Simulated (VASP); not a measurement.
Consider the following.

```
NiO
1.0
    4.24200     2.11942     2.11942
    2.11942     4.24200     2.11942
    2.11942     2.11942     4.24200
Ni O
2 2
Direct
  0.00000   0.00000   0.00000
  0.50000   0.50000   0.50000
  0.25000   0.25000   0.25000
  0.75000   0.75000   0.75000
```
Starting moments (μB, in the order of the record's atoms Ni Ni O O): 1.3 -1.3 0.0 0.0.

The numbers are results of PBE GGA with D4 dispersion, VASP's PBE PAW potentials (set 64) (plane waves; VASP 6.6.1), not measurements. Run with 520 eV cut-off, 9×9×9 Γ-centred mesh, Gaussian smearing of 0.050 eV, potentials Ni O.

### Question
Give the stress tensor in GPa (positive for a compressed cell).

### Answer

```
-11.07   -0.13   -0.13
 -0.13  -11.07   -0.13
 -0.13   -0.13  -11.07
```
The pressure is its mean diagonal, -11.07 GPa.

The compound is NiO in the rock salt, AFM-II order structure. This cell is one point of a volume scan, at 1.06 of the reference volume.
